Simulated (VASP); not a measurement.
Output of a VASP run:

### OSZICAR
```
...
DAV:   1    -0.503986327875E+02   -0.16249E-01   -0.48011E-01  1034   0.831E+00    0.681E-01
DAV:   2    -0.503868862636E+02    0.11747E-01   -0.20623E-02  1094   0.211E+00    0.376E-01
DAV:   3    -0.503825984035E+02    0.42879E-02   -0.98333E-03  1140   0.148E+00    0.846E-02
DAV:   4    -0.503825385376E+02    0.59866E-04   -0.25835E-03   902   0.494E-01    0.430E-02
DAV:   5    -0.503829019945E+02   -0.36346E-03   -0.11897E-03   896   0.323E-01    0.194E-02
DAV:   6    -0.503830367754E+02   -0.13478E-03   -0.12056E-04   908   0.919E-02    0.108E-02
DAV:   7    -0.503830399275E+02   -0.31521E-05   -0.18740E-05  1058   0.444E-02    0.424E-03
DAV:   8    -0.503830426595E+02   -0.27320E-05   -0.40178E-06   896   0.233E-02    0.223E-03
DAV:   9    -0.503830388001E+02    0.38594E-05   -0.35179E-06   896   0.232E-02    0.112E-03
DAV:  10    -0.503830433172E+02   -0.45172E-05   -0.64232E-07   610   0.101E-02    0.684E-04
DAV:  11    -0.503830424657E+02    0.85156E-06   -0.74722E-08   448   0.321E-03
   6 F= -.50383042E+02 E0= -.50382201E+02  d E =-.206946E-02
       N       E                     dE             d eps       ncg     rms          rms(c)
DAV:   1    -0.503834167149E+02   -0.37340E-03   -0.10766E-02  1034   0.122E+00    0.103E-01
DAV:   2    -0.503831489503E+02    0.26776E-03   -0.46231E-04  1094   0.314E-01    0.563E-02
DAV:   3    -0.503830594652E+02    0.89485E-04   -0.18891E-04  1124   0.212E-01    0.135E-02
DAV:   4    -0.503830562531E+02    0.32122E-05   -0.40929E-05   902   0.577E-02    0.592E-03
DAV:   5    -0.503830609885E+02   -0.47354E-05   -0.25806E-05   896   0.482E-02    0.297E-03
DAV:   6    -0.503830651156E+02   -0.41271E-05   -0.53756E-06   896   0.187E-02    0.150E-03
DAV:   7    -0.503830652380E+02   -0.12245E-06   -0.26054E-07   466   0.515E-03
   7 F= -.50383065E+02 E0= -.50382205E+02  d E =-.209223E-02
       N       E                     dE             d eps       ncg     rms          rms(c)
DAV:   1    -0.503845247924E+02   -0.14597E-02   -0.34523E-02  1112   0.306E+00    0.224E-01
DAV:   2    -0.503833650831E+02    0.11597E-02   -0.21130E-03  1088   0.751E-01    0.965E-02
DAV:   3    -0.503830553722E+02    0.30971E-03   -0.83979E-04  1264   0.473E-01    0.212E-02
DAV:   4    -0.503830639471E+02   -0.85749E-05   -0.12650E-04   896   0.104E-01    0.108E-02
DAV:   5    -0.503830654570E+02   -0.15099E-05   -0.58284E-05   896   0.689E-02    0.679E-03
DAV:   6    -0.503830764109E+02   -0.10954E-04   -0.16511E-05   896   0.319E-02    0.420E-03
DAV:   7    -0.503830753544E+02    0.10565E-05   -0.13189E-06   788   0.115E-02    0.119E-03
DAV:   8    -0.503830757793E+02   -0.42488E-06   -0.24331E-06   896   0.155E-02
   8 F= -.50383076E+02 E0= -.50382294E+02  d E =-.105413E-04
       N       E                     dE             d eps       ncg     rms          rms(c)
DAV:   1    -0.503833968938E+02   -0.32154E-03   -0.73204E-03  1106   0.140E+00    0.103E-01
DAV:   2    -0.503831498909E+02    0.24700E-03   -0.45374E-04  1088   0.347E-01    0.444E-02
DAV:   3    -0.503830854358E+02    0.64455E-04   -0.17377E-04  1240   0.216E-01    0.975E-03
DAV:   4    -0.503830887438E+02   -0.33081E-05   -0.23740E-05   896   0.446E-02    0.490E-03
DAV:   5    -0.503830890704E+02   -0.32655E-06   -0.11922E-05   896   0.302E-02    0.316E-03
DAV:   6    -0.503830922270E+02   -0.31566E-05   -0.39950E-06   896   0.150E-02    0.198E-03
DAV:   7    -0.503830918983E+02    0.32870E-06   -0.41634E-07   460   0.618E-03
   9 F= -.50383092E+02 E0= -.50382275E+02  d E =-.266602E-04
```

**OUTCAR**
```
------------------------ aborting loop because EDIFF is reached ----------------------------------------
  FORCE on cell =-STRESS in cart. coord.  units (eV):
  Direction    XX          YY          ZZ          XY          YZ          ZX
  --------------------------------------------------------------------------------------
  Total        0.0033007      0.0033007      0.0074145      0.0000000      0.0000000      0.0000000
  in kB        0.0811037      0.0811037      0.1821844      0.0000000      0.0000000      0.0000000
  external PRESSURE =       0.1147972 kB  Pullay stress =       0.0000000 kB
  volume of cell :       65.21
      direct lattice vectors                 reciprocal lattice vectors
     4.266665561  0.000000016  0.000000000     0.234375060  0.135316461 -0.000000000
    -2.133332254  3.695041041 -0.000000000    -0.000000001  0.270632988 -0.000000000
    -0.000000000  0.000000000  4.135931687    -0.000000000  0.000000000  0.241783491
 POSITION                                       TOTAL-FORCE (eV/Angst)
 -----------------------------------------------------------------------------------
     -0.00000      0.00000      0.00000         0.000000     -0.000000      0.000000
      2.13334      1.23168      2.06797        -0.000000      0.000000     -0.000000
 -----------------------------------------------------------------------------------
    total drift:                               -0.000570      0.000329      0.000000
  FREE ENERGIE OF THE ION-ELECTRON SYSTEM (eV)
  ---------------------------------------------------
  free  energy   TOTEN  =       -50.3830918983 eV

  energy  without entropy=      -50.3814590560  energy(sigma->0) =      -50.38227548

 reached required accuracy - stopping structural energy minimisation
```
(Selected blocks of OUTCAR.)

File POSCAR:
```
SnTe
1
    4.1569990000     0.0000000000     0.0000000000
   -2.0784990000     3.6000670000     0.0000000000
    0.0000000000     0.0000000000     4.0570250000
Sn Te
1 1
Direct
  0.0000000000   0.0000000000   0.0000000000
  0.6666670000   0.3333330000   0.5000000000
```

Write an INCAR and KPOINTS that could have produced this output.

This is not unique; one that fits is the input of the run itself, r2SCAN meta-GGA, plane waves, VASP's PBE PAW potentials (set 64).

KPOINTS:
```
Automatic mesh
0
Gamma
7 7 6
0 0 0
```

**INCAR**
```
SYSTEM = SnTe
PREC = Accurate
ENCUT = 400
EDIFF = 1E-6
NELM = 100
ALGO = Normal
LREAL = .FALSE.
LASPH = .TRUE.
ISMEAR = 0
SIGMA = 0.05
METAGGA = R2SCAN
LMIXTAU = .TRUE.
LMAXMIX = 4
LWAVE = .FALSE.
LCHARG = .FALSE.
IBRION = 2
ISIF = 3
NSW = 60
EDIFFG = -0.01
```

POTCAR, in this order: Sn_d Te (PBE.64 set). Program: vasp_std.

Energy and stress use the plane-wave basis of the starting cell.

The structure was generated: SnTe was put into the WC type (P-6m2), which need not be its known phase. This run relaxes it. Symmetry was kept, so distortions that lower it aren't found.
